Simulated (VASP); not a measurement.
```yaml
crystal:
  lattice:
    - [0.00000, 3.09453, 3.09453]
    - [3.09453, 0.00000, 3.09453]
    - [3.09453, 3.09453, 0.00000]
  atoms:
    - { symbol: In, position: [0.00000, 0.00000, 0.00000] }
    - { symbol: As, position: [0.25000, 0.25000, 0.25000] }
```

Computed with PBE0 hybrid, VASP's PBE PAW potentials (set 64) (plane waves; VASP 6.6.1). Settings: 520 eV cut-off, 6×6×6 Γ-centred mesh, Gaussian smearing of 0.050 eV, potentials In_d As.

Unless said otherwise, spin-orbit coupling is left out, though it shifts the bands of the heavy elements here.

**Question.** Estimate the energy per atom (σ→0), pressure, band gap (over the mesh, the named points and PBE's band edges) with the smallest direct gap where there is one.

**Answer.** 
```
Item                                                                                 Value
--------------------------------------------------------------------------  --------------
band gap (over the mesh, the named points and PBE's band edges)                    0.66 eV
smallest direct gap (over the mesh, the named points and PBE's band edges)         0.66 eV
energy per atom (σ→0)                                                       -5.033 eV/atom
pressure                                                                         -2.53 GPa
```

The absolute energy has meaning only against runs of the same code, potentials and settings.

The compound is InAs in the zinc blende structure. It was relaxed first, which changed the volume by +7 %.
